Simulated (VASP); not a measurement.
Output of a VASP run:

File OSZICAR:
```
...
   2 F= -.66087204E+02 E0= -.66087204E+02  d E =0.654995E-02
       N       E                     dE             d eps       ncg     rms          rms(c)
DAV:   1    -0.661824659585E+02   -0.95263E-01   -0.21676E+00  1950   0.145E+01    0.538E+00
DAV:   2    -0.661181779637E+02    0.64288E-01   -0.33400E-01  1978   0.447E+00    0.122E+00
DAV:   3    -0.661072861877E+02    0.10892E-01   -0.18554E-02  2542   0.126E+00    0.756E-01
DAV:   4    -0.661034488527E+02    0.38373E-02   -0.10996E-02  1964   0.111E+00    0.521E-01
DAV:   5    -0.661063789025E+02   -0.29300E-02   -0.11590E-03  2573   0.411E-01    0.526E-01
DAV:   6    -0.661067027897E+02   -0.32389E-03   -0.19819E-04  2181   0.170E-01    0.580E-01
DAV:   7    -0.661064987937E+02    0.20400E-03   -0.67685E-04  2398   0.188E-01    0.303E-01
DAV:   8    -0.661067050006E+02   -0.20621E-03   -0.28795E-04  1950   0.184E-01    0.214E-01
DAV:   9    -0.661066819469E+02    0.23054E-04   -0.41711E-06  2769   0.211E-02    0.236E-01
DAV:  10    -0.661066659306E+02    0.16016E-04   -0.14302E-05  2314   0.270E-02    0.141E-01
DAV:  11    -0.661067017315E+02   -0.35801E-04   -0.17264E-05  1999   0.378E-02    0.112E-02
DAV:  12    -0.661067229367E+02   -0.21205E-04   -0.42423E-06  2188   0.232E-02    0.328E-02
DAV:  13    -0.661067284020E+02   -0.54653E-05   -0.15100E-06  1710   0.136E-02    0.248E-02
DAV:  14    -0.661067283475E+02    0.54525E-07   -0.24196E-06  1475   0.119E-02
   3 F= -.66106728E+02 E0= -.66106728E+02  d E =-.129744E-01
       N       E                     dE             d eps       ncg     rms          rms(c)
DAV:   1    -0.661073766862E+02   -0.64828E-03   -0.56662E-01  1950   0.696E+00    0.735E-01
DAV:   2    -0.661053900554E+02    0.19866E-02   -0.79578E-03  2573   0.871E-01    0.375E-01
DAV:   3    -0.661050971879E+02    0.29287E-03   -0.21340E-03  2293   0.536E-01    0.110E-01
DAV:   4    -0.661054909826E+02   -0.39379E-03   -0.12573E-03  1957   0.427E-01    0.123E-01
DAV:   5    -0.661057761856E+02   -0.28520E-03   -0.43838E-05  2832   0.726E-02    0.109E-01
DAV:   6    -0.661056290520E+02    0.14713E-03   -0.44441E-05  2527   0.656E-02    0.185E-02
DAV:   7    -0.661060157680E+02   -0.38672E-03   -0.21202E-04  1971   0.186E-01    0.525E-02
DAV:   8    -0.661060226085E+02   -0.68405E-05   -0.20960E-05  1964   0.540E-02    0.192E-02
DAV:   9    -0.661060308908E+02   -0.82822E-05   -0.13796E-06  2039   0.139E-02    0.869E-03
DAV:  10    -0.661060320513E+02   -0.11605E-05   -0.70537E-07  1094   0.925E-03    0.146E-03
DAV:  11    -0.661060327415E+02   -0.69027E-06   -0.32244E-07  1045   0.786E-03
   4 F= -.66106033E+02 E0= -.66106033E+02  d E =0.695606E-03
       N       E                     dE             d eps       ncg     rms          rms(c)
DAV:   1    -0.661078835283E+02   -0.18515E-02   -0.19606E-01  1950   0.409E+00    0.434E-01
DAV:   2    -0.661071824037E+02    0.70112E-03   -0.27837E-03  2573   0.515E-01    0.223E-01
DAV:   3    -0.661070869882E+02    0.95415E-04   -0.73901E-04  2286   0.311E-01    0.615E-02
DAV:   4    -0.661072693405E+02   -0.18235E-03   -0.37781E-04  1978   0.232E-01    0.737E-02
DAV:   5    -0.661073414732E+02   -0.72133E-04   -0.14286E-05  2811   0.423E-02    0.616E-02
DAV:   6    -0.661072983188E+02    0.43154E-04   -0.20485E-05  2506   0.448E-02    0.172E-02
DAV:   7    -0.661073863034E+02   -0.87985E-04   -0.43394E-05  2027   0.852E-02    0.258E-02
DAV:   8    -0.661073859615E+02    0.34192E-06   -0.43471E-06  1950   0.244E-02
   5 F= -.66107386E+02 E0= -.66107386E+02  d E =-.657614E-03
```

File OUTCAR:
```
------------------------ aborting loop because EDIFF is reached ----------------------------------------
  FORCE on cell =-STRESS in cart. coord.  units (eV):
  Direction    XX          YY          ZZ          XY          YZ          ZX
  --------------------------------------------------------------------------------------
  Total       -0.0216396     -0.0216396      0.0211323     -0.0000000     -0.0000000      0.0000000
  in kB       -0.8588049     -0.8588048      0.8386727     -0.0000000     -0.0000001      0.0000000
  external PRESSURE =      -0.2929790 kB  Pullay stress =       0.0000000 kB
  volume of cell :       40.37
      direct lattice vectors                 reciprocal lattice vectors
     1.545433819  0.892256243  4.879487907     0.323533751  0.186792302  0.068313194
    -1.545433819  0.892256243  4.879487907    -0.323533751  0.186792302  0.068313194
     0.000000000 -1.784513592  4.879487898     0.000000000 -0.373584605  0.068313151
 POSITION                                       TOTAL-FORCE (eV/Angst)
 -----------------------------------------------------------------------------------
      0.00000     -0.00000     14.63628         0.000000      0.000000     -0.003587
      0.00000     -0.00000     10.90651         0.000000      0.000000     -0.006067
      0.00000     -0.00000      8.61314         0.000000     -0.000000      0.009655
 -----------------------------------------------------------------------------------
    total drift:                               -0.000000     -0.000003      0.000259
  FREE ENERGIE OF THE ION-ELECTRON SYSTEM (eV)
  ---------------------------------------------------
  free  energy   TOTEN  =       -66.1073859615 eV

  energy  without entropy=      -66.1073859615  energy(sigma->0) =      -66.10738596

 reached required accuracy - stopping structural energy minimisation
```
(Selected blocks of OUTCAR.)

**POSCAR**
```
HfO2
1
    1.5300526121     0.8833759025     4.8897246838
   -1.5300526121     0.8833759025     4.8897246838
    0.0000000000    -1.7667529029     4.8897246753
Hf O
1 2
Direct
  0.9997822475   0.9997822475   0.9997822475
  0.7453632328   0.7453632328   0.7453632324
  0.5881545196   0.5881545196   0.5881545200
```

Problem. Reconstruct the remaining input files.

Solution. One answer among several that fit: the input of the run itself, r2SCAN meta-GGA, plane waves, VASP's PBE PAW potentials (set 64).

### INCAR
```
SYSTEM = HfO2
PREC = Accurate
ENCUT = 520
EDIFF = 1E-6
NELM = 100
ALGO = Normal
LREAL = .FALSE.
LASPH = .TRUE.
ISMEAR = 0
SIGMA = 0.05
METAGGA = R2SCAN
LMIXTAU = .TRUE.
LMAXMIX = 6
LWAVE = .FALSE.
LCHARG = .FALSE.
IBRION = 2
ISIF = 3
NSW = 60
EDIFFG = -0.02
```

File KPOINTS:
```
Automatic mesh
0
gamma
8 8 8
```

POTCAR, in this order: Hf_pv O (PBE.64 set). Program: vasp_std.

The structure was generated: HfO2 was put into the 3R-MoS2 type (R3m), which need not be its known phase. This run relaxes it. Symmetry was kept, so distortions that lower it aren't found. The start is the result of an earlier pass.
